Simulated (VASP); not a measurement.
Output of a VASP run:

OSZICAR:
```
       N       E                     dE             d eps       ncg     rms          rms(c)
DAV:   1     0.244037904611E+03    0.24404E+03   -0.16567E+04   480   0.120E+03
DAV:   2    -0.475436246607E+01   -0.24879E+03   -0.24635E+03   600   0.297E+02
DAV:   3    -0.289414796297E+02   -0.24187E+02   -0.24137E+02   712   0.796E+01
DAV:   4    -0.300861171942E+02   -0.11446E+01   -0.11440E+01   728   0.175E+01
DAV:   5    -0.301239987743E+02   -0.37882E-01   -0.37880E-01   728   0.267E+00    0.292E+01
DAV:   6    -0.252298986730E+02    0.48941E+01   -0.41228E+01   504   0.211E+01    0.342E+01
DAV:   7    -0.250356556673E+02    0.19424E+00   -0.37308E+00   632   0.807E+00    0.197E+01
DAV:   8    -0.248051517601E+02    0.23050E+00   -0.13306E+00   528   0.515E+00    0.362E+00
DAV:   9    -0.247591971346E+02    0.45955E-01   -0.29040E-01   856   0.214E+00    0.152E+00
DAV:  10    -0.247619337027E+02   -0.27366E-02   -0.22729E-02   608   0.578E-01    0.517E-01
DAV:  11    -0.247613332438E+02    0.60046E-03   -0.27835E-03   800   0.181E-01    0.194E-01
DAV:  12    -0.247612315548E+02    0.10169E-03   -0.19920E-03   640   0.138E-01    0.494E-02
DAV:  13    -0.247612280672E+02    0.34875E-05   -0.13869E-04   640   0.410E-02    0.308E-02
DAV:  14    -0.247612276648E+02    0.40240E-06   -0.22783E-05   592   0.175E-02    0.101E-02
DAV:  15    -0.247612270207E+02    0.64412E-06   -0.25479E-06   536   0.587E-03
   1 F= -.24761227E+02 E0= -.24761200E+02  d E =-.545692E-04
```

### OUTCAR
```
------------------------ aborting loop because EDIFF is reached ----------------------------------------
  FORCE on cell =-STRESS in cart. coord.  units (eV):
  Direction    XX          YY          ZZ          XY          YZ          ZX
  --------------------------------------------------------------------------------------
  Total       -3.2202107     -3.2202107     -3.2202107      0.0000000      0.0000000     -0.0000000
  in kB      -36.7998233    -36.7998233    -36.7998233      0.0000000      0.0000000     -0.0000000
  external PRESSURE =     -36.7998233 kB  Pullay stress =       0.0000000 kB
  volume of cell :      140.20
      direct lattice vectors                 reciprocal lattice vectors
     5.194970000  0.000000000  0.000000000     0.192493893  0.000000000  0.000000000
     0.000000000  5.194970000  0.000000000     0.000000000  0.192493893  0.000000000
     0.000000000  0.000000000  5.194970000     0.000000000  0.000000000  0.192493893
 POSITION                                       TOTAL-FORCE (eV/Angst)
 -----------------------------------------------------------------------------------
      0.00000      2.59748      2.59748         0.000000      0.000000      0.000000
      2.59748      0.00000      2.59748         0.000000      0.000000      0.000000
      2.59748      2.59748      0.00000         0.000000      0.000000      0.000000
      0.00000      0.00000      0.00000         0.000000      0.000000      0.000000
      2.59748      2.59748      2.59748         0.000000      0.000000      0.000000
 -----------------------------------------------------------------------------------
    total drift:                                0.000000      0.000000      0.000000
  FREE ENERGIE OF THE ION-ELECTRON SYSTEM (eV)
  ---------------------------------------------------
  free  energy   TOTEN  =       -24.7612270207 eV

  energy  without entropy=      -24.7611724515  energy(sigma->0) =      -24.76119974
```
(Selected blocks of OUTCAR.)

**POSCAR**
```
Sr3SbN
1
    5.1949700000     0.0000000000     0.0000000000
    0.0000000000     5.1949700000     0.0000000000
    0.0000000000     0.0000000000     5.1949700000
Sr Sb N
3 1 1
Direct
  0.0000000000   0.5000000000   0.5000000000
  0.5000000000   0.0000000000   0.5000000000
  0.5000000000   0.5000000000   0.0000000000
  0.0000000000   0.0000000000   0.0000000000
  0.5000000000   0.5000000000   0.5000000000
```

Problem. Reconstruct the remaining input files.

Solution. Several could match; the one computed here: the input of the run itself, LDA (Ceperley-Alder, Perdew-Zunger), plane waves, VASP's LDA PAW potentials (set 64).

File KPOINTS:
```
K-points
0
G
5 5 5
0 0 0
```

**INCAR**
```
! general
SYSTEM   =  Sr3SbN
PREC     =  Accurate
ENCUT    =  400
LREAL    =  .False.
LASPH    =  .True.

! electronic loop
EDIFF    =  1E-6
NELM     =  100
ALGO     =  Normal
LMAXMIX  =  4

! smearing
ISMEAR   =  -1
SIGMA    =  0.02

! ions
ISIF     =  2

! output
LWAVE    =  .False.
LCHARG   =  .False.
```

POTCAR, in this order: Sr_sv Sb N (LDA.64 set). Program: vasp_std.

At this cut-off the stress carries a Pulay error, which pulls relaxed volumes low.

The structure comes from a computed database's Sr3SbN entry; how it stands against other phases isn't given here. The cell was not relaxed at this level. The run is one of a series of settings (GGA removed, POTCAR Sr_sv Sb N (LDA.64 set) against the base run), some of them coarse on purpose.
